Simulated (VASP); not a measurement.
Zr2CdO: relaxation of cell and atoms with PBE+TS

Crystal: Zr2CdO.

```
CELL_PARAMETERS angstrom
4.56064 0.00000 0.00000
0.00000 4.56064 0.00000
0.00000 0.00000 2.74929
ATOMIC_POSITIONS crystal
Zr 0.00000 0.50000 0.50000
Zr 0.50000 0.00000 0.50000
Cd 0.50000 0.50000 0.00000
O 0.00000 0.00000 0.00000
```

The cell was built by a generator and needn't be a form met in nature.

The cell isn't the ideal one: volume scaled by 0.8.

```json
{
 "Program": "VASP 6.6.1",
 "Task": "relaxation of cell and atoms",
 "Functional": "PBE",
 "Dispersion": "TS",
 "Potentials or basis": "VASP PAW PBE potentials, release 64 (Zr_sv, Cd, O)",
 "Cutoff": "600 eV",
 "k mesh": "6 × 6 × 9",
 "Occupations": "tetrahedron",
 "Spin": "no spin polarisation",
 "Monkhorst-Pack mesh": "yes",
 "Optimiser": "vasp",
 "Further INCAR settings": "ALGO = Fast; EDIFF = 1.00e-06; IBRION = 2; EDIFFG = 1.00e-05; NSW = 40; ISIF = 3"
}
```

```yaml
Relaxed_volume: 16.96 Å³/atom
Relaxed_cell: a = 4.833 Å, b = 4.833 Å, c = 2.903 Å, α = 90.00°, β = 90.00°, γ = 90.00°
Space_group_after_relaxing_to_0.05_Å: P4/mmm (No. 123)
Energy_gained_by_relaxing: 221.2 meV/atom
Ionic_steps: 9
Pressure_after_relaxing: 0.0 GPa
Hirshfeld_charges: Zr +0.20; Cd -0.07; O -0.32 e
Dispersion_energy_per_atom: -0.673 eV
```

The path:
| step | energy change (eV) | largest force (eV/Å) | pressure (GPa) | volume (Å³) |
| --- | --- | --- | --- | --- |
| 1 | 0.0000 | 0.0000 | 29.45 | 57.18 |
| 2 | -0.0960 | 0.0000 | -16.24 | 81.80 |
| 3 | -0.8837 | 0.0000 | -1.26 | 68.53 |
| 4 | -0.8848 | 0.0000 | -0.23 | 67.95 |
| 5 | -0.8842 | 0.0000 | 0.19 | 67.72 |
| 6 | -0.8843 | 0.0000 | 0.19 | 67.72 |
| 7 | -0.8843 | 0.0000 | 0.19 | 67.72 |
| 8 | -0.8846 | 0.0000 | 0.00 | 67.83 |
| 9 | -0.8846 | 0.0000 | 0.00 | 67.83 |

Final structure:
```xyz
4
Lattice="4.8334 0.0000 0.0000 0.0000 4.8334 0.0000 0.0000 0.0000 2.9034" Properties=species:S:1:pos:R:3 pbc="T T T"
Zr    0.0000    2.4167    1.4517
Zr    2.4167    0.0000    1.4517
Cd    2.4167    2.4167    0.0000
O     0.0000    0.0000    0.0000
```

Levels at points of the mesh, in eV from the Fermi level:
| k point | band 17 | band 18 | band 19 | band 20 | band 21 | band 22 | band 23 | band 24 | band 25 |
| --- | --- | --- | --- | --- | --- | --- | --- | --- | --- |
| (0.08, 0.08, 0.00) | -3.75 | -1.78 | -1.51 | -1.33 | -1.12 | 0.49 | 1.04 | 1.62 | 3.11 |

Run time: 6.1 min on 1 thread of Intel(R) Xeon(R) Platinum 8488C (Sapphire Rapids), on a shared host, peak memory 0.22 GiB.

Caveat: atom-pairwise D2, TS and ULG terms overbind metals; pairwise dispersion overbinds metals, which lowers pressure and volume; tetrahedron occupations give inexact forces and stress in metals.
